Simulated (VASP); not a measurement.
```xyz
1
Lattice="-0.0289 1.9262 1.9262 1.9262 -0.0289 1.9262 1.8973 1.8973 0.0000" Properties=species:S:1:pos:R:3 pbc="T T T"
Ir     0.0000     0.0000     0.0000
```

Calculation: r2SCAN meta-GGA, VASP's PBE PAW potentials (set 64) (plane waves; VASP). Settings: 480 eV cut-off, 16×16×16 Γ-centred mesh, first-order Methfessel-Paxton smearing of 0.10 eV, potentials Ir.

Give the stress tensor in GPa (positive for a compressed cell).

```
0.91  7.76  0.00
7.76  0.91  0.00
0.00  0.00  0.30
```
The pressure is its mean diagonal, 0.71 GPa.

The compound is Ir in the fcc structure. This cell was strained or had an atom moved on purpose.
